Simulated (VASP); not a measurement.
Input of a VASP 6.6.1 run:

INCAR

```
PREC = Normal ; ENCUT = 520
EDIFF = 1E-4 ; ISMEAR = 0
SIGMA = 0.15 ; LREAL = F
LASPH = T ; NELM = 60
ALGO = Fast ; ISIF = 3
LWAVE = F ; LCHARG = F
GGA = PE ; IBRION = 2
NSW = 24 ; EDIFFG = -0.08
```

Contents of KPOINTS:

```
regular mesh
0
Gamma
  3 3 3
```

The input POSCAR:

```
ZrPb2O5
1.0
    5.4187390500      0.0000000000      0.0000000000
   -2.7093695200      4.6927656700      0.0000000000
    0.0000000000      0.0000000000      5.3624818100
Zr Pb O
1 2 5
Direct
    0.0000000000      0.0000000000      0.5000000000
    0.3333333300      0.6666666700      0.5000000000
    0.6666666700      0.3333333300      0.5000000000
    0.0000000000      0.0000000000      0.8934968400
    0.0000000000      0.0000000000      0.1065031600
    0.5000000000      0.0000000000      0.0000000000
    0.0000000000      0.5000000000      0.0000000000
    0.5000000000      0.5000000000      0.0000000000
```

Potentials or basis: VASP PAW PBE potentials, release 64 (Zr_sv, Pb_d, O).

The run is started by

```sh
$ cat potpaw_PBE.64/Zr_sv/POTCAR potpaw_PBE.64/Pb_d/POTCAR potpaw_PBE.64/O/POTCAR > POTCAR
$ mpirun -np 1 vasp_std > vasp.out
```

(1) Predict the band gap on the k mesh.

(2) What does it give for the relaxed volume?

(3) What does it give for the space group after relaxing (to 0.05 Å)?

Answers

(1) none (metal or under the smearing width).

(2) 17.81 Å³/atom.

(3) P6/mmm (No. 191).

Caveat: the k mesh is coarse (spacing up to 0.45 Å⁻¹), so the values aren't converged; the standard files for N, O and F lose accuracy on very short bonds.
